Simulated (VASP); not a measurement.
Cost and result of VASP (PAW) for the lattice constant a of InSb (zinc blende). Static lattice. The cost counts the five points of the equation of state, each on the mesh and cut-off of its row, so the ratios hold those differences too. With PBE it took about 3 core-minutes. The timings are rough (shared machines, no repeats); factors under 2 mean little.

Unless said otherwise, spin-orbit coupling is left out, though it shifts the bands of the heavy elements here.

Measured: 6.468 Å at 0 K (as given by Daniel Mejia-Rodriguez et al., Physical Review B (2018), arXiv:1807.09216; static lattice: zero-point anharmonic expansion removed).

```tsv
level	k-mesh	cut-off (eV)	lattice constant a (Å)	error (%)	cost over PBE
LDA	10×10×10	520	[?]	[?]	within a factor of 2
PBEsol	10×10×10	520	6.521	+0.8	within a factor of 2
PBE	10×10×10	520	6.635	+2.6	reference
r2SCAN	10×10×10	520	[?]	[?]	[?]
```

**Question.** What belongs in the gaps?

**Answer.** 
- LDA, lattice constant a (Å): 6.455
- LDA, error (%): -0.2
- r2SCAN, lattice constant a (Å): 6.558
- r2SCAN, error (%): +1.4
- r2SCAN, cost over PBE: about 7 times

Left out are levels that failed, ran on another kind of processor or have no fit band path; at most nine are shown.

The compound is InSb in the zinc blende structure.
